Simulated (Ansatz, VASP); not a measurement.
# FeSi2 (Linzhiite): VASP beside Ansatz

Aim: how closely do two programs agree when they are given the same cell, functional and k mesh? Of the first pair: The structure shown is the end of the Ansatz relaxation below.

Calculated with Ansatz 0.2.0; plane waves, with VASP 6.6.1 beside it; PBEsol.

### 1. Set-up

It takes space group P4/mmm (No. 123, tetragonal). The conventional cell has a = 2.682 Å, b = 2.682 Å, c = 5.056 Å, α = 90.00°, β = 90.00°, γ = 90.00°. Nearest to Si lie 1 Si at 2.31 Å and 4 Fe at 2.34 Å. Nearest to Fe lie 8 Si at 2.34 Å. Farther neighbours are not listed.

As a file:

```cif
data_structure
_symmetry_space_group_name_H-M 'P4/mmm'
_symmetry_Int_Tables_number 123
_cell_length_a 2.6822
_cell_length_b 2.6822
_cell_length_c 5.0559
_cell_angle_alpha 90.000
_cell_angle_beta 90.000
_cell_angle_gamma 90.000
_cell_volume 36.37
loop_
_atom_site_label
_atom_site_type_symbol
_atom_site_symmetry_multiplicity
_atom_site_Wyckoff_symbol
_atom_site_fract_x
_atom_site_fract_y
_atom_site_fract_z
_atom_site_occupancy
Si1 Si 2 h 0.50000 0.50000 0.27162 1
Fe1 Fe 1 a 0.00000 0.00000 0.00000 1
```

### 2. Ansatz: relaxation, PBEsol

Ansatz runs on its PAW soft_1 files.

This run makes the geometry at which the two programs are then compared.

File input.yaml:

```yaml
crystal:
  lattice:
    - [2.6758240265, 0.0, 0.0]
    - [0.0, 2.6758240265, 0.0]
    - [0.0, 0.0, 5.0558803381]
  atoms:
    - { symbol: Si, position: [0.5, 0.5, 0.2719751077] }
    - { symbol: Si, position: [0.5, 0.5, 0.7280248923] }
    - { symbol: Fe, position: [0.0, 0.0, 0.0] }
kpoints:
  mp_grid: { grid: [16, 16, 8] }
hamiltonian:
  xc: pbesol
  pseudopotentials: { kind: paw, azcp: { folder: soft_1 }, xc_functional: pbe }
scf:
  occupations: { method: methfessel_paxton, width: 0.2 }
output:
  forces: true
  stress: true
  eigenvalues: true
relax:
  adjacent_minimum: "off"
  f_tol: 0.001
  max_steps: 60
  cell: { stress_tol: 0.01, fix: [c, angles] }
```

Started as:

```bash
> ansatz run input.yaml --threads 4 --pin off --max-ram 10240MiB --backend cpu --events-out ev --progress --plain --runs-dir out
```

Numbers of over 12 decimals in the logs are rounded to 6 here.

Output:

```text
Engine: ansatz 0.2.0, aarch64-unknown-linux-gnu
Pseudopotentials: kind: paw
Pseudopotential: Si, paw, valence charge 4, recommended cutoff 420 eV (normal), soft_1/Si.paw.azcp
Pseudopotential: Fe, paw, valence charge 16, recommended cutoff 420 eV (normal), soft_1/Fe.paw.azcp
Functional definition: PBEsol
  exchange = pbesol_x
  correlation = pbesol_c
Crystal: 3 atoms, lattice volume = 36.200 Å³
Basis set: ecut = 420 eV, 701 PW (Γ), exchange–correlation on 36×36×72 points (8 copies of the dense FFT grid, shifted against one another)
Bands: 16, of which v1, the nominal top of the filled ones, is band 12 counted from 1 (11 counted from 0)
Symmetry: 16 space group operations
Space group: P4/mmm (ITA 123), of the structure as read, at distance tolerance 3.3e-5 Å
k-points: 225 of 2048
Non-local potential: Si, projectors of the file, l = 0: 2, l = 1: 2, l = 2: 1
Non-local potential: Fe, projectors of the file, l = 0: 3, l = 1: 2, l = 2: 3, l = 3: 1
PAW form: soft (Blöchl's): semilocal exchange-correlation on the pseudo side does not see the compensation charge
PAW frozen core: Si, regenerated for the run's functional, and the local potential with it (the file was generated under x = pbe(κ = 0.804, μ = 0.219515), c = pbe(β = 0.066725))
PAW frozen core: Fe, regenerated for the run's functional, and the local potential with it (the file was generated under x = pbe(κ = 0.804, μ = 0.219515), c = pbe(β = 0.066725))
PAW one-centre angular grid: Si, 110 points (default); XC on 64 Gauss nodes
PAW one-centre angular grid: Fe, 590 points (default); XC on 64 Gauss nodes
Initial density: superposition of atomic densities (chi_scale 0.1, normalization cell, long waves kept (reshape's long-wave potential 0.00 eV rms))
Initial wavefunctions: pseudopotential atomic-orbital guess
Functional: x = pbesol(κ = 0.804, μ = 0.123457), c = pbesol(β = 0.046)
SCF iter   1: F=—  HF=-5694.980144 eV  |F-HF|=—  |Δ(HF+E_count)|=         —  Δρ=1.21e-1  dr2=1.15e1  ethr=3.10e-3  ⟨swp⟩=5.1  Hψ=19072  notcnv=0
preconditioner: auto → none  [metal: Δε(μ)=0.015 eV  Ē_g=8.153 eV  σ=0.200 eV  W_gap=0.06  n_scr=8 (ndim 8)  ℏωp=24.7 eV  f_vac=0.000  D(μ)=1.69/eV (n_scr^D=16)  sad-step TF]
SCF iter   2: F=—  HF=-5694.722127 eV  |F-HF|=—  |Δ(HF+E_count)|=   2.58e-1  S|Δr|=    0.00e0  Δρ=1.37e-1  dr2=1.19e1  ethr=3.10e-3  ⟨swp⟩=2.0  Hψ=6179  notcnv=0
SCF iter   3: F=—  HF=-5693.529549 eV  |F-HF|=—  |Δ(HF+E_count)|=    1.19e0  S|Δr|=    0.00e0  Δρ=5.48e-2  dr2=1.14e0  ethr=3.10e-3  ⟨swp⟩=3.0  Hψ=6671  notcnv=0
SCF iter   4: F=—  HF=-5693.396090 eV  |F-HF|=—  |Δ(HF+E_count)|=   1.33e-1  S|Δr|=    0.00e0  Δρ=1.20e-2  dr2=1.12e-1  ethr=3.10e-3  ⟨swp⟩=2.4  Hψ=7164  notcnv=0
SCF iter   5: F=—  HF=-5693.358369 eV  |F-HF|=—  |Δ(HF+E_count)|=   3.77e-2  S|Δr|=    0.00e0  Δρ=3.15e-3  dr2=2.01e-3  ethr=4.68e-4  ⟨swp⟩=2.0  Hψ=5979  notcnv=0
SCF iter   6: F=—  HF=-5693.358323 eV  |F-HF|=—  |Δ(HF+E_count)|=   4.59e-5  S|Δr|=    0.00e0  Δρ=5.25e-4  dr2=3.06e-5  ethr=8.39e-6  ⟨swp⟩=2.2  Hψ=5317  notcnv=0
SCF iter   7: F=—  HF=-5693.358250 eV  |F-HF|=—  |Δ(HF+E_count)|=   7.25e-5  S|Δr|=    0.00e0  Δρ=1.04e-4  dr2=2.06e-6  ethr=1.28e-7  ⟨swp⟩=2.0  Hψ=6197  notcnv=0
SCF iter   8: F=-5693.358250 eV  HF=-5693.358250 eV  |F-HF|=3.48e-8  |Δ(HF+E_count)|=   5.76e-7  S|Δr|=    0.00e0  Δρ=1.56e-5  dr2=4.85e-8  ethr=4.17e-10  ⟨swp⟩=4.0  Hψ=17166  notcnv=0
the search or the solves at the SCF's close seem to have found levels that the self-consistency loop had missed (the run counts 1). By its estimate they hold under 1e-12 electrons; where the run keeps them, the occupations were computed again with them
SCF 1 converged in 8 iterations: F = -5693.358250 eV  dr2 = 4.85e-8
  greatest PAW one-centre occupation: 1.000 electrons in one spin orbital (limit 2), on the Fe atom at site 2 (counted from 0), in its partial waves of l = 1
relax step   1: F+E_penalty+E_count = -5693.35824988 eV  Δ(F+E_penalty+E_count) = +0.000e0 eV  max|allowed force component| = 2.450e-2 eV/Å  Δτ_max = 0.0000 Å  P = +2.370 GPa  Ω = 36.200 Å³  fix = [c, alpha, beta, gamma]  reactions: c +5.046 GPa  (8 SCF iters, dr2 threshold 1.00e-7 eV, accepted)
[...]
relax step   2: F+E_penalty+E_count = -5693.35874936 eV  Δ(F+E_penalty+E_count) = -4.995e-4 eV  max|allowed force component| = 1.215e-2 eV/Å  Δτ_max = 0.0018 Å  P = +1.763 GPa  Ω = 36.323 Å³  energy of the carried Pulay correction = -4.351e-5 eV  fix = [c, alpha, beta, gamma]  reactions: c +4.630 GPa  (4 SCF iters, dr2 threshold 3.00e-7 eV, accepted)
[...]
relax step   3: F+E_penalty+E_count = -5693.35878320 eV  Δ(F+E_penalty+E_count) = -3.384e-5 eV  max|allowed force component| = 1.227e-3 eV/Å  Δτ_max = 0.0000 Å  P = +1.501 GPa  Ω = 36.371 Å³  energy of the carried Pulay correction = -6.050e-5 eV  fix = [c, alpha, beta, gamma]  reactions: c +4.488 GPa  (4 SCF iters, dr2 threshold 2.72e-7 eV, accepted)
[...]
relax step   4: F+E_penalty+E_count = -5693.35878303 eV  Δ(F+E_penalty+E_count) = +1.675e-7 eV  max|allowed force component| = 4.927e-5 eV/Å  Δτ_max = 0.0000 Å  P = +1.496 GPa  Ω = 36.372 Å³  energy of the carried Pulay correction = -6.079e-5 eV  fix = [c, alpha, beta, gamma]  reactions: c +4.487 GPa  (5 SCF iters, dr2 threshold 9.41e-11 eV, accepted)
[...]
relax step   5: F+E_penalty+E_count = -5693.35884357 eV  Δ(F+E_penalty+E_count) = -6.054e-5 eV  max|allowed force component| = 6.840e-5 eV/Å  Δτ_max = 0.0000 Å  P = +1.496 GPa  Ω = 36.372 Å³  fix = [c, alpha, beta, gamma]  reactions: c +4.487 GPa  stress off target by 2.27e-4 GPa on what of the cell is left free  SCF on the basis re-selected at this cell (its energy is not comparable with the rows above)  (6 SCF iters)
basis re-selected at this cell: Δ(F+E_penalty+E_count) = -6.054e-5 eV, ΔP = +0.000 GPa vs the last step (what re-selecting the basis moved, of the pressure what is left beyond the Pulay correction that the steps carried, after the strain that the cell walked since its last selection, with what the two solves' SCF thresholds leave and, on support functions, any second-order correction that the steps lacked; it is no m [...]
SCF converged after 6 iterations
Stability not checked: this state was not tested for a lower state beside it, because cold or Methfessel-Paxton smearing, or corrected tetrahedra, fill the levels in a way that the test cannot read (fill_not_monotonic; see scf.lower_state_search)
Free energy (F): -5693.358844 eV
Harris-Foulkes:  -5693.358844 eV  (|F-HF|=2.73e-12)
Internal energy: -5693.360314 eV  (E = F + TS)
E sigma→0 (E₀):  -5693.359211 eV
Entropy (-TS):   0.001470 eV (0.490 meV/atom)
Fermi energy:    14.462234 eV
Step filling:    the computed levels leave a gap of 0.0057 eV = 0.0 smearing widths at the electron count; against every level under it full and every level over it empty, smearing changes F+E_penalty+E_count by +0.878 meV and its σ→0 estimate by +0.511 meV
--- Per-component energies (eV) ---
  E_band       = -220.407230
  E_kinetic    = 427.595338
  E_local      = -3527.616201  (includes V_loc(G=0)·N_el)
  E_nonlocal   = 334.041644
  E_hartree    = 1559.938036
  E_xc         = -227.947984
  E_vxc        = -245.642287  (∫ρ·V_xc dr)
  E_paw        = -2346.440006  (= ΣΔE_a)
  E_vpaw       = -328.661016  (= ΣTr[D̂ρ^β])
  E_aug_tail   = -0.000791  (compensation charges beyond the density's cutoff)
  E_ewald      = -1913.172673
  E_core_change = 0.242323  (= ΣΔE_core)
  E_smearing   = 0.001470  (= −TS)
  E_closure    = -0.000000  (closes the sum)
  Σ components = -5693.358844   (vs F -5693.358844, Δ=0.00e0)
--- Forces (eV/Å), atoms counted from 1 ---
  atom   1  Si     0.00000000     0.00000000    -0.00006840
  atom   2  Si     0.00000000     0.00000000     0.00006840
  atom   3  Fe    -0.00000000     0.00000000     0.00000000
  max |Σ_I F_I| component: 7.89e-31 eV/Å
--- Stress (GPa, compression-positive) ---
        0.000227       0.000000       0.000000
        0.000000       0.000227       0.000000
        0.000000       0.000000       4.487337
  P = ⅓ Tr σ = 1.4959 GPa (14.959 kbar)
--- Band table (eV; the first three rows and the last of 225) ---
  k-point 0: bands = [... 8 lower, 12.8249, 12.9091, 12.9091, 13.7817, 18.9246, 18.9246, 21.3665, 21.5849]
  k-point 1: bands = [... 8 lower, 12.7927, 12.9015, 12.9015, 13.7817, 19.0284, 19.0284, 20.2704, 21.3962]
  k-point 2: bands = [... 8 lower, 12.6755, 12.8835, 12.8835, 13.7819, 18.7852, 19.3283, 19.3283, 21.0812]
  k-point 224: bands = [... 8 lower, 11.1099, 11.1099, 12.6536, 14.6089, 14.8501, 14.8501, 15.5734, 17.4093]
--- Relaxed structure (4 steps of the walk, 4 accepted, 1 SCFs on fresh bases) ---
  F+E_penalty+E_count = -5693.35884357 eV   max|allowed force component| = 6.840e-5 eV/Å   (the final SCF, on the basis selected at the relaxed cell)
  cell:  # Å, volume = 36.3720 Å³
    - [2.682162, 0.0, 0.0]
    - [0.0, 2.682162, 0.0]
    - [0.0, 0.0, 5.0558803381]
  atoms:
    - { symbol: Si, position: [0.5, 0.5, 0.271625] }
    - { symbol: Si, position: [0.5, 0.5, 0.728375] }
    - { symbol: Fe, position: [0, 0, 0.0] }
```

### 3. VASP: single point, PBEsol, pair 1

The same cell, functional, mesh and smearing now go to VASP, with its own data sets.

Lines of VASP's logs that name or quote its potential files are left out, and so is its time.

File INCAR:

```
SYSTEM = FeSi2
PREC = Accurate
ENCUT = 600
EDIFF = 1E-06
NELM = 120
ISMEAR = 1
SIGMA = 0.2
LREAL = .FALSE.
ALGO = Normal
GGA = PS
NBANDS = 14
LASPH = .TRUE.
LORBIT = 11
LWAVE = .FALSE.
LCHARG = .FALSE.
ISIF = 2
GGA_COMPAT = .FALSE.
KPAR = 2
```

File POSCAR:

```
FeSi2
1.0
    2.6821624983      0.0000000000      0.0000000000
    0.0000000000      2.6821624983      0.0000000000
    0.0000000000      0.0000000000      5.0558803381
Si Fe
2 1
Direct
    0.5000000000      0.5000000000      0.2716246263
    0.5000000000      0.5000000000      0.7283753737
    0.0000000000      0.0000000000      0.0000000000
```

File KPOINTS:

```
Automatic mesh
0
Gamma
16 16 8
0 0 0
```

Potentials, in the order of the species: Si and Fe (PBE family, release 64).

Started as:

```bash
> mpirun -np 2 vasp_std
```

Output:

```text
[banner, memory and clock lines left out]
running    2 mpi-ranks, on    1 nodes
 distrk:  each k-point on    1 cores,    2 groups
 distr:  one band on    1 cores,    1 groups

 POSCAR found type information on POSCAR SiFe
 POSCAR found :  2 types and       3 ions
|                                                                             |
|               ----> ADVICE to this user running VASP <----                  |
|                                                                             |
|     You enforced a specific xc type in the INCAR file but a different       |
|     [... a line on the potential file left out ...]
|     I HOPE YOU KNOW WHAT YOU ARE DOING!                                     |
|                                                                             |

 LDA part: xc-table for (Slater+PW92), standard interpolation
 POSCAR, INCAR and KPOINTS ok, starting setup
 FFT: planning ... GRIDC
 FFT: planning ... GRID_SOFT
 FFT: planning ... GRID
 WAVECAR not read
 entering main loop
       N       E                     dE             d eps       ncg     rms          rms(c)
DAV:   1     0.669201634311E+02    0.66920E+02   -0.77861E+03  6330   0.130E+03
DAV:   2    -0.194987241216E+02   -0.86419E+02   -0.76968E+02  6408   0.232E+02
DAV:   3    -0.236641647200E+02   -0.41654E+01   -0.39969E+01  8486   0.560E+01
DAV:   4    -0.237605450442E+02   -0.96380E-01   -0.96214E-01  7158   0.788E+00
DAV:   5    -0.237630747578E+02   -0.25297E-02   -0.25291E-02  8602   0.139E+00    0.179E+01
DAV:   6    -0.269005572384E+02   -0.31375E+01   -0.20126E+01  8100   0.107E+02    0.199E+01
DAV:   7    -0.220962165760E+02    0.48043E+01   -0.16258E+01  8398   0.950E+01    0.523E+00
DAV:   8    -0.219800326229E+02    0.11618E+00   -0.70725E-01  8476   0.855E+00    0.189E+00
DAV:   9    -0.219468656053E+02    0.33167E-01   -0.72170E-02  8440   0.550E+00    0.717E-01
DAV:  10    -0.219451248089E+02    0.17408E-02   -0.48209E-03  7878   0.645E-01    0.117E-01
DAV:  11    -0.219451021661E+02    0.22643E-04   -0.19998E-04  8878   0.211E-01    0.690E-02
DAV:  12    -0.219450949229E+02    0.72432E-05   -0.24545E-05  8600   0.576E-02    0.110E-02
DAV:  13    -0.219450946283E+02    0.29463E-06   -0.93610E-07  5202   0.962E-03
   1 F= -.21945095E+02 E0= -.21945591E+02  d E =0.148946E-02
```

Parts of OUTCAR (step 3):

```text
ion  position               nearest neighbor table
   1  0.500  0.500  0.272-   2 2.31   3 2.34   3 2.34   3 2.34   3 2.34   2 2.75
   2  0.500  0.500  0.728-   1 2.31   3 2.34   3 2.34   3 2.34   3 2.34   1 2.75
   3  0.000  0.000  0.000-   1 2.34   2 2.34   1 2.34   2 2.34   1 2.34   2 2.34   1 2.34   2 2.34

  LATTYP: Found a simple tetragonal cell.
 ALAT       =     2.6821624983
 C/A-ratio  =     1.8850015021

 Subroutine GETGRP returns: Found 16 space group operations
 (whereof 16 operations were pure point group operations)

The static configuration has the point symmetry D_4h.

 Found    225 irreducible k-points:

   k-points           NKPTS =    225   k-points in BZ     NKDIM =    225   number of bands    NBANDS=     14

   dimension x,y,z NGX =    24 NGY =   24 NGZ =   40
   dimension x,y,z NGXF=    48 NGYF=   48 NGZF=   80

   ENCUT  =  600.0 eV  44.10 Ry    6.64 a.u.   5.36  5.36 10.10*2*pi/ulx,y,z

   NELECT =      16.0000    total number of electrons

 k-points in reciprocal lattice and weights: Automatic mesh
   0.00000000  0.00000000  0.00000000       0.000
   0.06250000  0.00000000  0.00000000       0.002
   0.12500000  0.00000000  0.00000000       0.002
   0.18750000  0.00000000  0.00000000       0.002
   0.25000000  0.00000000  0.00000000       0.002
   0.31250000  0.00000000  0.00000000       0.002
   0.37500000  0.00000000  0.00000000       0.002
   0.43750000  0.00000000  0.00000000       0.002
   0.50000000  0.00000000  0.00000000       0.001
[...]
0.50000000  0.43750000  0.50000000       0.002
   0.50000000  0.50000000  0.50000000       0.000

 average (electrostatic) potential at core
       1 -79.4921       2 -79.4921       3 -39.1482

 E-fermi :  10.1031

 k-point     1 :       0.0000    0.0000    0.0000
  band No.  band energies     occupation
    ...
      4       6.4391      2.00000
      5       8.4781      2.00000
      6       8.5610      2.00000
      7       8.5610      2.00000
      8       9.4215      2.00002
      9      14.6036      0.00000
     10      14.6036      0.00000
     11      17.0552      0.00000
     12      17.2318      0.00000
     13      18.1540      0.00000
    ...

 k-point     2 :       0.0625    0.0000    0.0000
  band No.  band energies     occupation
    ...
      4       6.4379      2.00000
      5       8.4727      2.00000
      6       8.4927      2.00000
      7       8.5760      2.00000
      8       9.3469      2.00000
      9      13.7351     -0.00000
     10      14.7177      0.00000
     11      17.1463      0.00000
     12      17.6275      0.00000
     13      17.6380      0.00000
    ...

 k-point     3 :       0.1250    0.0000    0.0000
  band No.  band energies     occupation
    ...
      4       6.4059      2.00000
      5       8.2984      2.00000
      6       8.4352      2.00000
      7       8.6192      2.00000
      8       9.1470      2.00000
      9      12.3099     -0.00000
     10      15.0399      0.00000
     11      16.4062      0.00000
     12      17.4296      0.00000
     13      17.7388      0.00000
    ...

  Total        0.0913116      0.0913116      1.1207941      0.0000000      0.0000000     -0.0000000
  in kB        4.0222544      4.0222544     49.3707215      0.0000000      0.0000000     -0.0000000
  external PRESSURE =      19.1384101 kB  Pullay stress =       0.0000000 kB

  energy-cutoff  :      600.00
  volume of cell :       36.37
      direct lattice vectors                 reciprocal lattice vectors
     2.682162498  0.000000000  0.000000000     0.372833488  0.000000000  0.000000000
     0.000000000  2.682162498  0.000000000     0.000000000  0.372833488  0.000000000
     0.000000000  0.000000000  5.055880338     0.000000000  0.000000000  0.197789491

 POSITION                                       TOTAL-FORCE (eV/Angst)
 -----------------------------------------------------------------------------------
      1.34108      1.34108      1.37330         0.000000      0.000000      0.018140
      1.34108      1.34108      3.68258        -0.000000      0.000000     -0.018140
      0.00000      0.00000      0.00000         0.000000      0.000000      0.000000
 -----------------------------------------------------------------------------------
    total drift:                               -0.000000      0.000000     -0.000000

  FREE ENERGIE OF THE ION-ELECTRON SYSTEM (eV)
  ---------------------------------------------------
  free  energy   TOTEN  =       -21.9450946283 eV

  energy  without entropy=      -21.9465840880  energy(sigma->0) =      -21.94559111

 total charge
# of ion       s       p       d       tot
------------------------------------------
    1        0.734   0.907   0.000   1.641
    2        0.734   0.907   0.000   1.641
    3        0.473   0.716   6.721   7.910
--------------------------------------------------
tot          1.942   2.529   6.721  11.192

[... 3 further parts left out ...]
```

This run has no spin polarisation, so a moment on Fe, if there is one, isn't seen.

### 4. Differences

Known differences besides the potentials themselves: the data sets hold 24 valence electrons in Ansatz (on its PAW soft_1 files) and 16 in VASP; the cutoff is 420 eV in Ansatz and 600 eV in VASP; Ansatz makes its cores anew for this functional, VASP keeps those of its PBE data sets; Ansatz's pressure holds a Pulay correction, VASP's none. Total energies have different zeros and are not compared.

The two programs side by side:

```tsv
quantity	Ansatz	VASP	difference
pressure (GPa)	1.50	1.91	-0.42
```

The largest component of a force difference here is 18 meV/Å.

### 5. Ansatz: relaxation of cell and atoms, PBEsol

The relaxed volume is the usual yardstick between codes: in a stiff, nearly cubic crystal its relative difference is about their pressure difference at one cell divided by the bulk modulus.

The cell is taken from a series of runs on this material, whose earlier steps may have relaxed, scaled, displaced or heated it; both programs get it as it stands.

input.yaml, the sections that differ from step 2:

```yaml
crystal:
  lattice:
    - [2.684, 0.0, 0.0]
    - [0.0, 2.684, 0.0]
    - [0.0, 0.0, 5.128]
  atoms:
    - { symbol: Si, position: [0.5, 0.5, 0.27] }
    - { symbol: Si, position: [0.5, 0.5, 0.73] }
    - { symbol: Fe, position: [0.0, 0.0, 0.0] }
scf:
  occupations: { method: gaussian, width: 0.1 }
output:
  forces: true
  stress: true
  eigenvalues: true
  write_density: true
  write_potential: true
  elf: true
  volumetric_format: npy
relax:
  adjacent_minimum: "off"
  f_tol: 0.005
  max_steps: 80
  cell: { stress_tol: 0.05 }
# kpoints, hamiltonian: as in step 2
```

Started as:

```bash
> ansatz run input.yaml --threads 4 --pin off --max-ram 10240MiB --backend cpu --events-out ev --progress --plain --runs-dir out
```

Output:

```text
[...]
Crystal: 3 atoms, lattice volume = 36.941 Å³
Basis set: ecut = 420 eV, 741 PW (Γ), exchange–correlation on 36×36×72 points (8 copies of the dense FFT grid, shifted against one another)
Bands: 16, of which v1, the nominal top of the filled ones, is band 12 counted from 1 (11 counted from 0)
Symmetry: 16 space group operations
[...]
k-points: 225 of 2048
[...]
k-point 224: bands = [... 8 lower, 11.0670, 11.0670, 12.5553, 14.5706, 14.7442, 14.7442, 15.4869, 17.3067]
--- Relaxed structure (4 steps of the walk, 4 accepted, 1 SCFs on fresh bases) ---
[...]
cell:  # Å, volume = 36.5741 Å³
    - [2.676278, 0.0, 0.0]
    - [0, 2.676278, 0.0]
    - [0.0, 0.0, 5.106362]
  atoms:
    - { symbol: Si, position: [0.5, 0.5, 0.271937] }
    - { symbol: Si, position: [0.5, 0.5, 0.728063] }
    - { symbol: Fe, position: [0, 0, 0.0] }
[key lines of the parts left out:]
SCF converged after 6 iterations
Free energy (F): -5693.367047 eV
Fermi energy:    14.386160 eV
P = ⅓ Tr σ = -0.0077 GPa (-0.077 kbar)
```

[end of part 1 of 2]

[Lines on the potential files, build, host, timing and source positions are cut from VASP's logs without a mark.]

[Logs are printed without paths, hosts, clocks, repeated set-up lines and the standing remarks that a program may print on its own settings, such as how far it seeks lower states.]

[Hosts, paths, dates, database ids (printed as entryN), source tags and the programs' standing remarks are cut or masked in the printed files.]
